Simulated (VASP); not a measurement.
Here is the system:

Space group Fm-3m (No. 225); a = b = c = 5.4184 Å, α = β = γ = 90.00°

| atom | site | symmetry | x | y | z |
|---|---|---|---|---|---|
| Ce | 4a | m-3m | 0.0000 | 0.0000 | 0.0000 |
| O | 8c | -43m | 0.2500 | 0.2500 | 0.2500 |
(The calculation used a cell of 3 atoms; values per cell refer to that cell.)

Method: vdW-DF-cx, VASP's PBE PAW potentials (set 64) (plane waves; VASP). Numerical set-up: 520 eV cut-off, 7×7×7 Γ-centred mesh, Gaussian smearing of 0.050 eV, potentials Ce O.

### Question
Give the energy at these volumes per atom, relative to the lowest: 12.44, 12.84, 13.23, 13.63, 14.03 Å³.

### Answer
33.1, 8.2, 0.0, 5.9, 23.6 meV/atom. A third-order Birch-Murnaghan fit gives B0 = 187 GPa and B0′ = 4.6.

Measured: bulk modulus 220 GPa (computed value off by -14.8 %), as given by High Pressure Brillouin Spectroscopy and X-ray Diffraction of Cerium Dioxide, PMC8269805; a 5.391 Å at 0 K (computed value off by +0.5 %), as given by Stimac et al., (2024), arXiv:2411.06536 [extrapolated to 0 K]. The calculation is for a static lattice, while the measured bulk modulus holds thermal and zero-point effects, which are part of the difference.

The compound is CeO2 in the fluorite structure. It was relaxed first. The run is not spin-polarised, so no magnetic state was tried.
